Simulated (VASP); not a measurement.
Here is the system:

```xyz
8
Lattice="-0.0086 5.9657 5.9777 5.9657 -0.0086 5.9777 2.9786 2.9786 0.0000" Properties=species:S:1:pos:R:3 pbc="T T T"
Zn     2.9786     2.9786     0.0079
Se     1.4893     1.4893     1.3579
Se     4.5456     1.4115     4.5562
Se     1.4115     4.5456     4.5562
Se     4.4678     4.4678     7.4762
Cd     5.9430     2.9927     2.9893
Cd     2.9927     5.9430     2.9893
Cd     2.9786     2.9786     5.9553
```

Computed with PBEsol GGA, VASP's PBE PAW potentials (set 64) (plane waves; VASP). Numerical set-up: 400 eV cut-off, 4×4×7 Γ-centred mesh, tetrahedra with Blöchl corrections, potentials Zn Se Cd.

Problem. What does the run give for the energy per atom (σ→0), band gap (on the k-mesh) with the smallest direct gap where there is one?

Solution. 
The band gap (on the k-mesh) comes out as 0.53 eV and the smallest direct gap (on the k-mesh) is 0.53 eV. The energy per atom (σ→0) is -3.147 eV/atom.

The absolute energy has meaning only against runs of the same code, potentials and settings.

The structure was generated: Cd3ZnSe4 was put into an ordered model structure (Amm2), which need not be its known phase. It was relaxed first.
